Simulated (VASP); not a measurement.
Input:

```yaml
crystal:
  lattice:
    - [1.33565, -2.31342, 0.00000]
    - [1.33565, 2.31342, 0.00000]
    - [0.00000, 0.00000, 4.85334]
  atoms:
    - { symbol: Zn, position: [0.33333, 0.66667, 0.25000] }
    - { symbol: Zn, position: [0.66667, 0.33333, 0.75000] }
```

These are PBE GGA, VASP's PBE PAW potentials (set 64) (plane waves; VASP) values and carry that method's errors. Numerical set-up: 400 eV cut-off, Gaussian smearing of 0.050 eV, potentials Zn.

**Question.** Estimate the band gap (along the path) with the smallest direct gap where there is one.

**Answer.** 
```json
{
  "band gap (along the path)": "none (metal, semimetal or under 0.01 eV)"
}
```

The absolute energy has meaning only against runs of the same code, potentials and settings.

The compound is Zn in the hcp structure. It was relaxed first.
